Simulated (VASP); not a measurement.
These are PBEsol GGA, VASP's PBE PAW potentials (set 64) (plane waves; VASP 6.6.1) values and carry that method's errors.

VASP ran on this input.

### INCAR
```
ALGO = Normal   ! blocked Davidson
GGA = PS
SYSTEM = Re
SIGMA = 0.1   ! width (eV)
EDIFF = 1E-6   ! SCF stop (eV)
NSW = 40   ! most ionic steps
LCHARG = .False.
PREC = Accurate
ISMEAR = 1
LMAXMIX = 6   ! l cut-off of mixed one-centre charges
IBRION = 2
ISIF = 3
LREAL = .False.
PSTRESS = 200   ! kbar
NELM = 100
EDIFFG = -0.02   ! ionic stop
LASPH = .True.
LWAVE = .False.
ENCUT = 500   ! plane-wave cut-off (eV)
```

**KPOINTS**
```
K-points
0
gamma
 15 15 8
```

### POSCAR
```
Re
1
    1.3536572027    -2.3446029374     0.0000000000
    1.3536572027     2.3446029374    -0.0000000000
    0.0000000000     0.0000000000     4.3858607397
Re
2
Direct
  0.3333330000   0.6666670000   0.2500000000
  0.6666670000   0.3333330000   0.7500000000
```

POTCAR, in this order: Re (PBE.64 set). Program: vasp_std.

Output

### OSZICAR
```
       N       E                     dE             d eps       ncg     rms          rms(c)
DAV:   1     0.275255443698E+02    0.27526E+02   -0.69130E+03  5416   0.157E+03
DAV:   2    -0.219188146492E+02   -0.49444E+02   -0.42741E+02  4793   0.352E+02
DAV:   3    -0.277689617206E+02   -0.58501E+01   -0.47740E+01  5048   0.236E+02
DAV:   4    -0.280708840393E+02   -0.30192E+00   -0.27254E+00  5483   0.253E+01
DAV:   5    -0.280818161373E+02   -0.10932E-01   -0.96242E-02  4979   0.261E+00    0.494E+01
DAV:   6    -0.270507778325E+02    0.10310E+01   -0.91997E-01  5520   0.286E+01    0.219E+01
DAV:   7    -0.266748274015E+02    0.37595E+00   -0.73391E-01  5750   0.246E+01    0.432E-01
DAV:   8    -0.266631676074E+02    0.11660E-01   -0.78692E-03  5512   0.781E-01    0.130E-01
DAV:   9    -0.266624351244E+02    0.73248E-03   -0.43941E-04  5524   0.214E-01    0.471E-02
DAV:  10    -0.266624297797E+02    0.53447E-05   -0.63799E-05  4770   0.968E-02    0.428E-03
DAV:  11    -0.266624298452E+02   -0.65554E-07   -0.54888E-07  2942   0.218E-02
   1 F= -.23187210E+02 E0= -.23187284E+02  d E =-.231872E+02
```

### OUTCAR
```
------------------------ aborting loop because EDIFF is reached ----------------------------------------
  FORCE on cell =-STRESS in cart. coord.  units (eV):
  Direction    XX          YY          ZZ          XY          YZ          ZX
  --------------------------------------------------------------------------------------
  Total        3.4565678      3.4565675      3.4664298     -0.0000000     -0.0000000      0.0000000
  in kB      198.9265866    198.9265673    199.4941459     -0.0000000     -0.0000000      0.0000000
  external PRESSURE =      -0.8842334 kB  Pullay stress =     200.0000000 kB
  volume of cell :       27.84
      direct lattice vectors                 reciprocal lattice vectors
     1.353657203 -2.344602937  0.000000000     0.369369733 -0.213255725  0.000000000
     1.353657203  2.344602937  0.000000000     0.369369733  0.213255725  0.000000000
     0.000000000  0.000000000  4.385860740     0.000000000  0.000000000  0.228005415
 POSITION                                       TOTAL-FORCE (eV/Angst)
 -----------------------------------------------------------------------------------
      1.35366      0.78154      1.09647         0.000000     -0.000000      0.000000
      1.35366     -0.78154      3.28940        -0.000000      0.000000      0.000000
 -----------------------------------------------------------------------------------
    total drift:                                0.000000      0.000004     -0.000016
  FREE ENERGIE OF THE ION-ELECTRON SYSTEM (eV)
  ---------------------------------------------------
  free  energy   TOTEN  =       -26.6624298452 eV

  energy  without entropy=      -26.6626516450  energy(sigma->0) =      -26.66250378
  enthalpy is  TOTEN    =       -23.1872102696 eV   P V=        3.4752195757

 reached required accuracy - stopping structural energy minimisation
```
(Selected blocks of OUTCAR.)

OUTCAR:
```
 val. band max:        8.3796560827   @ k =   0.1333   0.0000   0.0000

 cond. band min:       8.3889487972   @ k =   0.3333   0.1333   0.3750


 Fermi energy:         8.3864032198

 k-point     1 :       0.0000    0.0000    0.0000
  band No.  band energies     occupation
      1      -1.8630      2.00000
      2       1.3524      2.00000
      3       6.6426      2.00000
      4       6.6820      2.00000
      5       6.6820      2.00000
      6       7.5903      2.00000
      7       7.5903      2.00000
      8       8.6327     -0.00273
      9       8.6327     -0.00273
     10       9.1278     -0.00000
     11      12.0490      0.00000

 k-point     2 :       0.0667   -0.0000    0.0000
  band No.  band energies     occupation
      1      -1.6676      2.00000
      2       1.5373      2.00000
      3       6.1857      2.00000
      4       6.8632      2.00000
      5       7.0710      2.00000
      6       7.4490      2.00000
      7       7.7622      2.00000
      8       8.1947      2.02074
      9       8.4769     -0.02450
     10       8.7041     -0.00007
     11      12.1570      0.00000

 k-point     3 :       0.1333    0.0000    0.0000
  band No.  band energies     occupation
      1      -1.1080      2.00000
      2       2.0362      2.00000
      3       5.6281      2.00000
      4       6.9279      2.00000
      5       7.0251      2.00000
      6       7.3976      2.00000
      7       7.6169      2.00000
      8       8.0891      2.00022
      9       8.2674      2.07052
     10       8.3797      1.11391
     11      12.4065      0.00000

 k-point     4 :       0.2000   -0.0000    0.0000
  band No.  band energies     occupation
      1      -0.2696      2.00000
      2       2.6180      2.00000
      3       5.1969      2.00000
      4       5.6501      2.00000
      5       6.6168      2.00000
      6       7.6101      2.00000
      7       8.0093      2.00000
      8       8.2568      2.06948
      9       8.3151      1.92870
...
```

Unless said otherwise, spin-orbit coupling is left out, though it shifts the bands of the heavy elements here.

The compound is Re in the hcp structure. It was relaxed first under an external pressure of 20 GPa.
